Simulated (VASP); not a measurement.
Input:

```
HgS
1.0
    4.04129     0.00000     0.00000
   -2.02065     3.49986     0.00000
    0.00000     0.00000     9.31400
Hg S
3 3
Direct
  0.31458   0.00000   0.66667
  0.00000   0.31458   0.33333
  0.68542   0.68542   0.00000
  0.47975   0.00000   0.16667
  0.00000   0.47975   0.83333
  0.52025   0.52025   0.50000
```

These are LDA (Ceperley-Alder, Perdew-Zunger), VASP's LDA PAW potentials (set 64) (plane waves; VASP) values and carry that method's errors. Settings: 400 eV cut-off, 14×14×6 Γ-centred mesh, Gaussian smearing of 0.010 eV, potentials Hg S.

Estimate the energy per atom (σ→0).

```json
{
  "energy per atom (σ→0)": "-2.977 eV/atom"
}
```

The absolute energy has meaning only against runs of the same code, potentials and settings.

The structure comes from a computed database's HgS entry (P3_221), a phase known from measurement. It was relaxed first, which changed the volume by -20 %.
